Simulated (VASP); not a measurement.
```xyz
5
Lattice="4.0826 0.0000 0.0000 0.0000 4.0826 0.0000 0.0000 0.0000 4.0826" Properties=species:S:1:pos:R:3 pbc="T T T"
K      0.0000     0.0000     0.0000
Zn     2.0413     2.0413     2.0413
F      2.0413     0.0000     2.0413
F      0.0000     2.0413     2.0413
F      2.0413     2.0413     0.0000
```

Method: rev-vdW-DF2, VASP's PBE PAW potentials (set 64) (plane waves; VASP). Numerical set-up: 520 eV cut-off, 6×6×6 Γ-centred mesh, tetrahedra with Blöchl corrections, potentials K_sv Zn F.

The cores are frozen, which limits the accuracy of field gradients.

Q: Give the principal components of the electric field gradient (V/Å²) and the asymmetry η at each nucleus.

A: 
```
atom    Vxx    Vyy    Vzz     η
----  -----  -----  -----  ----
K1      0.0    0.0    0.0     -
Zn2     0.0    0.0    0.0     -
F3    -50.1  -50.1  100.2  0.00
F4    -50.1  -50.1  100.2  0.00
F5    -50.1  -50.1  100.2  0.00
```

The compound is KZnF3 in the cubic perovskite structure. It was relaxed first.
